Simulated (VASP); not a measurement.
Consider the following.

```xyz
2
Lattice="0.0000 1.7403 1.7798 1.7409 0.0000 1.7798 1.7409 1.7403 0.0000" Properties=species:S:1:pos:R:3 pbc="T T T"
C      0.0000     0.0000     0.0000
C      0.9330     0.8701     0.8899
```

The numbers are results of PBE GGA, VASP's PBE PAW potentials (set 64) (plane waves; VASP), not measurements. Settings: EDIFF = 1E-3, 520 eV cut-off, 12×12×12 Γ-centred mesh, Gaussian smearing of 0.050 eV, potentials C.

**Question.** Which forces act on the atoms, in eV/Å?

**Answer.** 
```json
[
 {"atom": "C1", "Fx": "2.562", "Fy": "0.000", "Fz": "0.000"},
 {"atom": "C2", "Fx": "-2.562", "Fy": "0.000", "Fz": "0.000"}
]
```

**Question.** Give the stress tensor in GPa (positive for a compressed cell).

**Answer.** 
```
34.90   0.00   0.00
 0.00  36.60  -5.73
 0.00  -5.73  14.27
```
The pressure is its mean diagonal, 28.59 GPa.

The compound is C in the diamond structure. The cell was not relaxed at this level, atoms are displaced from their ideal sites. The run is one of a series of settings (EDIFF = 1E-3 against the base run), some of them coarse on purpose.
